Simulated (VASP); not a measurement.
Given:

```yaml
crystal:
  lattice:
    - [0.00000, 3.66722, 3.66722]
    - [3.66722, 0.00000, 3.66722]
    - [3.66722, 3.66722, 0.00000]
  atoms:
    - { symbol: Ge, position: [0.00000, 0.00000, 0.00000] }
    - { symbol: Y, position: [0.50000, 0.50000, 0.50000] }
    - { symbol: Y, position: [0.25000, 0.25000, 0.25000] }
    - { symbol: Y, position: [0.75000, 0.75000, 0.75000] }
```

The numbers are results of PBEsol GGA, VASP's PBE PAW potentials (set 64) (plane waves; VASP), not measurements. Run with 400 eV cut-off, 8×8×8 Γ-centred mesh, tetrahedra with Blöchl corrections, potentials Ge_d Y_sv.

Task: Estimate the energy per atom (σ→0), band gap (on the k-mesh) with the smallest direct gap where there is one.

Result: 
The band gap (on the k-mesh) comes out as none (metal, semimetal or under 0.01 eV). The energy per atom (σ→0) is -6495 meV/atom.

The structure was generated: Y3Ge was put into the D03 type (Fm-3m), which need not be its known phase. It was relaxed first, which changed the volume by -30 %. The electron count is odd and the run is not spin-polarised, which forces a metal.
